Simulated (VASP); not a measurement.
OSZICAR of a VASP run on Ir (fcc):

**OSZICAR**
```
       N       E                     dE             d eps       ncg     rms          rms(c)
DAV:   1     0.307696275453E+02    0.30770E+02   -0.38462E+03  3408   0.813E+02
DAV:   2    -0.892918930942E+01   -0.39699E+02   -0.37980E+02  3152   0.181E+02
DAV:   3    -0.941414056076E+01   -0.48495E+00   -0.48423E+00  4592   0.265E+01
DAV:   4    -0.941671264162E+01   -0.25721E-02   -0.25714E-02  3912   0.137E+00
DAV:   5    -0.941673290370E+01   -0.20262E-04   -0.20045E-04  4752   0.775E-02    0.142E+01
DAV:   6    -0.893976559682E+01    0.47697E+00   -0.10389E+00  3688   0.140E+01    0.576E+00
DAV:   7    -0.885569266217E+01    0.84073E-01   -0.31264E-01  4000   0.715E+00    0.156E+00
DAV:   8    -0.885043058804E+01    0.52621E-02   -0.19783E-03  3424   0.679E-01    0.580E-01
DAV:   9    -0.884944704084E+01    0.98355E-03   -0.83883E-04  4104   0.469E-01    0.122E-02
DAV:  10    -0.884945562296E+01   -0.85821E-05   -0.41617E-06  4288   0.199E-02    0.595E-03
DAV:  11    -0.884945635813E+01   -0.73517E-06   -0.15102E-07  4040   0.430E-03    0.630E-04
DAV:  12    -0.884945617613E+01    0.18200E-06   -0.69764E-09  2056   0.107E-03    0.645E-05
DAV:  13    -0.884945615624E+01    0.19895E-07   -0.27360E-10  1688   0.202E-04
   1 F= -.88494562E+01 E0= -.88494562E+01  d E =0.000000E+00
```

Which electronic solver shows in the log?

It is blocked Davidson (ALGO = Normal, or the opening steps of other solvers). The INCAR had ALGO = Normal.

Can the final energy be trusted as converged?

Self-consistency was reached. It stopped with EDIFF = 1E-7, NELM = 100 (PBE GGA, plane waves, VASP's PBE PAW potentials (set 64)).

The compound is Ir in the fcc structure. It was relaxed first.
